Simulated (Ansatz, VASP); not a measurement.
# Cross-check of Te2Mo between VASP and Ansatz, part 2 of 2

Aim: how closely do two programs agree when they are given the same cell, functional and k mesh? The cell is taken from a series of runs on this material, whose earlier steps may have relaxed, scaled, displaced or heated it; both programs get it as it stands. Other levels of theory on this material are compared in a session of their own.

VASP 6.6.1 and Ansatz 0.2.0.

So far: The starting structure; Ansatz: relaxation of cell and atoms, LDA; VASP: relaxation of cell and atoms, LDA.

## Step 3: VASP: relaxation of cell and atoms, LDA (continued)

Level of this step: LDA, no spin polarisation; plane waves and PAW (Mo_sv, Te) (VASP).

Numbers of over 12 decimals in the logs are rounded to 6 here.

From OUTCAR (step 3):

```text
ion  position               nearest neighbor table
   1  0.333  0.667  0.250-   4 2.69   6 2.69   4 2.69   6 2.69   4 2.69   6 2.69
   2  0.667  0.333  0.750-   3 2.69   5 2.69   3 2.69   5 2.69   3 2.69   5 2.69
   3  0.333  0.667  0.620-   2 2.69   2 2.69   2 2.69   5 3.59
   4  0.667  0.333  0.120-   1 2.69   1 2.69   1 2.69   6 3.59
   5  0.333  0.667  0.880-   2 2.69   2 2.69   2 2.69   3 3.59
   6  0.667  0.333  0.380-   1 2.69   1 2.69   1 2.69   4 3.59

  LATTYP: Found a hexagonal cell.
 ALAT       =     3.4720180000
 C/A-ratio  =     3.9663455086

 Subroutine GETGRP returns: Found 24 space group operations
 (whereof 12 operations were pure point group operations)

The static configuration has the point symmetry D_3d.
 The point group associated with its full space group is D_6h.

 Found     24 irreducible k-points:

   k-points           NKPTS =     24   k-points in BZ     NKDIM =     24   number of bands    NBANDS=     32

   dimension x,y,z NGX =    28 NGY =   28 NGZ =  100
   dimension x,y,z NGXF=    56 NGYF=   56 NGZF=  200

   ENCUT  =  500.0 eV  36.75 Ry    6.06 a.u.   6.33  6.33 25.11*2*pi/ulx,y,z

   NELECT =      52.0000    total number of electrons

 k-points in reciprocal lattice and weights: Automatic mesh
   0.00000000  0.00000000  0.00000000       0.006
   0.11111111 -0.00000000  0.00000000       0.037
   0.22222222  0.00000000  0.00000000       0.037
   0.33333333 -0.00000000  0.00000000       0.037
   0.44444444  0.00000000  0.00000000       0.037
   0.11111111  0.11111111  0.00000000       0.037
   0.22222222  0.11111111  0.00000000       0.074
   0.33333333  0.11111111  0.00000000       0.074
   0.44444444  0.11111111  0.00000000       0.037
[...]
0.33333333  0.22222222  0.50000000       0.074
   0.33333333  0.33333333  0.50000000       0.012

 average (electrostatic) potential at core
       1 -72.9740       2 -72.9740       3 -86.4775       4 -86.4775       5 -86.4775
       6 -86.4775

 E-fermi :   8.9062

 k-point     1 :       0.0000    0.0000    0.0000
  band No.  band energies     occupation
    ...
     22       7.4875      2.00000
     23       7.5270      2.00000
     24       7.5270      2.00000
     25       8.2948      2.00000
     26       8.5511      2.00000
     27      11.5567      0.00000
     28      11.5567      0.00000
     29      11.7099      0.00000
     30      11.7100      0.00000
     31      11.7901      0.00000
    ...

 k-point     2 :       0.1111   -0.0000    0.0000
  band No.  band energies     occupation
    ...
     22       7.3039      2.00000
     23       7.4041      2.00000
     24       7.4691      2.00000
     25       8.3593      2.00000
     26       8.5224      2.00000
     27      11.0102      0.00000
     28      11.0340      0.00000
     29      11.0812      0.00000
     30      11.1653      0.00000
     31      11.3737      0.00000
    ...

 k-point     3 :       0.2222    0.0000    0.0000
  band No.  band energies     occupation
    ...
     22       7.2089      2.00000
     23       7.2800      2.00000
     24       7.4095      2.00000
     25       7.7355      2.00000
     26       7.9367      2.00000
     27       9.8901      0.00000
     28      10.4115      0.00000
     29      10.5271      0.00000
     30      10.6302      0.00000
     31      11.0141      0.00000
    ...

  Total        0.0001148      0.0001148     -0.0161401      0.0000000      0.0000000     -0.0000000
  in kB        0.0012765      0.0012765     -0.1795466      0.0000000      0.0000000     -0.0000000
  external PRESSURE =      -0.0589979 kB  Pullay stress =       0.0000000 kB

  energy-cutoff  :      500.00
  volume of cell :      144.03
      direct lattice vectors                 reciprocal lattice vectors
     3.473751413  0.000000000 -0.000000000     0.287873219  0.166203669  0.000000000
    -1.736875707  3.008357180  0.000000000    -0.000000000  0.332407337 -0.000000000
    -0.000000000  0.000000000 13.781966558     0.000000000  0.000000000  0.072558586

 POSITION                                       TOTAL-FORCE (eV/Angst)
 -----------------------------------------------------------------------------------
     -0.00000      2.00557      3.44549        -0.000000     -0.000000      0.000000
      1.73688      1.00279     10.33647         0.000000      0.000000      0.000000
     -0.00000      2.00557      8.53771         0.000000     -0.000000     -0.001382
      1.73688      1.00279      1.64673        -0.000000      0.000000     -0.001382
     -0.00000      2.00557     12.13524         0.000000     -0.000000      0.001382
      1.73688      1.00279      5.24425        -0.000000      0.000000      0.001382
 -----------------------------------------------------------------------------------
    total drift:                                0.001428      0.002474     -0.000000

  FREE ENERGIE OF THE ION-ELECTRON SYSTEM (eV)
  ---------------------------------------------------
  free  energy   TOTEN  =       -41.2383145617 eV

  energy  without entropy=      -41.2383145617  energy(sigma->0) =      -41.23831456

 reached required accuracy - stopping structural energy minimisation

 total charge
# of ion       s       p       d       tot
------------------------------------------
    1        2.264   6.155   4.044  12.463
    2        2.264   6.155   4.044  12.463
    3        1.392   1.995   0.073   3.460
    4        1.392   1.995   0.073   3.460
    5        1.392   1.995   0.073   3.460
    6        1.392   1.995   0.073   3.460
--------------------------------------------------
tot         10.095  20.290   8.378  38.763

[... 3 further parts left out ...]
```

## Step 4: Side by side

Known differences besides the potentials themselves: fixed occupations in Ansatz, narrow Gaussian smearing in VASP; the data sets hold 92 valence electrons in Ansatz (on its PAW soft_1 files) and 52 in VASP; the cutoff is 420 eV in Ansatz and 500 eV in VASP; VASP's log shows a relativistic correction to its local exchange, Ansatz's none; Ansatz adds a Pulay correction to the stress that steers its cell, VASP none. Total energies have different zeros and are not compared.

Compared:

```csv
quantity,Ansatz,VASP,difference
volume (Å³),143.92,144.03,-0.07 %
"edge a after relaxation, in the typed setting (Å)",3.473,3.474,-0.02 %
"edge c after relaxation, in the typed setting (Å)",13.777,13.782,-0.04 %
```

## Step 5: Outcome

```yaml
difference_in_volume_relaxation_of_cell_and_atoms_lda: -0.075 %
```

What this shows: The difference in volume is -0.075 % (relaxation of cell and atoms, LDA), within the 1.2 % picked in this series as the mark of a large difference, as far as the stopping tolerances let one tell. The data sets hold unlike numbers of valence electrons (92 in Ansatz and 52 in VASP), so part of the differences comes from the potentials. 15 further runs of this series are not shown here. How closely two codes agree says nothing of how well the functional describes the real material.

[Lines on the potential files, build, host, timing and source positions are cut from VASP's logs without a mark.]

[Logs are printed without paths, hosts, clocks, repeated set-up lines and the standing remarks that a program may print on its own settings, such as how far it seeks lower states.]

[Hosts, paths, dates, database ids (printed as entryN), source tags and the programs' standing remarks are cut or masked in the printed files.]
